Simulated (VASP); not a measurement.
OSZICAR of a VASP run on PSi₆₂:

**OSZICAR**
```
       N       E                     dE             d eps       ncg     rms          rms(c)
DAV:   1    -0.382100182926E+03   -0.38210E+03   -0.12439E+01   640   0.800E+00    0.191E+01
DAV:   2    -0.382233869597E+03   -0.13369E+00   -0.36536E-01   696   0.127E+00    0.124E+01
DAV:   3    -0.382226226695E+03    0.76429E-02   -0.26886E-02   728   0.302E-01    0.742E+00
DAV:   4    -0.382220680718E+03    0.55460E-02   -0.62142E-03   720   0.145E-01    0.429E+00
DAV:   5    -0.382218596176E+03    0.20845E-02   -0.13711E-03   728   0.703E-02    0.246E+00
DAV:   6    -0.382217836004E+03    0.76017E-03   -0.35731E-04   720   0.375E-02    0.141E+00
DAV:   7    -0.382217589668E+03    0.24634E-03   -0.13927E-04   704   0.227E-02    0.808E-01
DAV:   8    -0.382217514970E+03    0.74698E-04   -0.46588E-05   632   0.132E-02    0.462E-01
DAV:   9    -0.382217495707E+03    0.19263E-04   -0.16177E-05   424   0.830E-03    0.266E-01
DAV:  10    -0.382217492975E+03    0.27316E-05   -0.81824E-06   384   0.605E-03
   1 F= -.38221749E+03 E0= -.38221749E+03  d E =-.940680E-12  mag=     2.0000
```

**Question.** Which electronic solver shows in the log?

**Answer.** It is blocked Davidson (ALGO = Normal, or the opening steps of other solvers). The INCAR had ALGO = Normal.

**Question.** How was spin treated?

**Answer.** Collinear spin (ISPIN = 2): the summary line carries one mag value, 2.00 μB in the cell.

**Question.** Can the final energy be trusted as converged?

**Answer.** The run converged. It stopped with EDIFF = 1E-5, NELM = 50 (HSE06 screened hybrid, plane waves, VASP's PBE PAW potentials (set 64)). The cell is charged, with a uniform compensating background. The supercell is sampled at Γ alone, which is coarse: total energies, pressure and levels can be off, energies of defects by several tenths of an eV.

The cell is a supercell with a defect, built from Si (diamond): P_Si-vac_Si, charge -1. The cell's shape comes from a PBE relaxation. The total moment is imposed (NUPDOWN), so this need not be the lowest spin state.
